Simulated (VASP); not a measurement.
Crystal: Si2P.

```
Si P
1.0
     3.01952   -3.21184    0.00000
     3.01952    3.21184    0.00000
     0.00000    0.00000    3.14239
Si P
2 1
Cartesian
  1.5098 1.6059 1.5712
  1.5098 -1.6059 1.5712
  3.0195 0.0000 0.0000
```

The cell was built by a generator and needn't be a form met in nature.

| Item | Value |
| --- | --- |
| Program | VASP 6.6.1 |
| Task | relaxation of cell and atoms |
| Functional | PBE |
| Potentials or basis | VASP PAW PBE potentials, release 64 (Si, P) |
| Cutoff | 520 eV |
| k mesh | 5 × 5 × 7 |
| Occupations | gaussian, width 0.15 eV |
| Spin | no spin polarisation |

At the start: pressure -10.8 GPa; volume 20.32 Å³/atom.

Task: Where does the relaxation end?

Result: Over 12 steps the energy falls by 352.1 meV/atom and the volume is 16.49 Å³/atom (-18.8 %); space group P4/mmm (No. 123, to 0.05 Å).

Step by step:
```tsv
step	energy change (eV)	largest force (eV/Å)	pressure (GPa)	volume (Å³)
1	0.0000	0.0000	-10.79	60.95
2	-0.6064	0.0000	-0.30	49.61
3	-0.6173	0.0000	1.70	48.42
4	-0.7296	0.0000	2.32	48.17
5	-0.8729	0.0000	2.97	47.69
6	-0.9754	0.0000	7.00	46.22
7	-1.0340	0.0000	-0.43	49.96
8	-1.0458	0.0000	1.31	48.93
9	-1.0459	0.0000	1.48	48.80
10	-1.0560	0.0000	0.70	49.37
11	-1.0562	0.0000	0.36	49.52
12	-1.0563	0.0000	0.37	49.48
```

Final structure:
```
Si P
1.0
     2.57259   -2.57594    0.00000
     2.57259    2.57594    0.00000
     0.00000    0.00000    3.73326
Si P
2 1
Cartesian
  1.2863 1.2880 1.8666
  1.2863 -1.2880 1.8666
  2.5726 0.0000 0.0000
```

Caveat: the volume moved by over 15 % at a fixed basis, so the end points are rough.
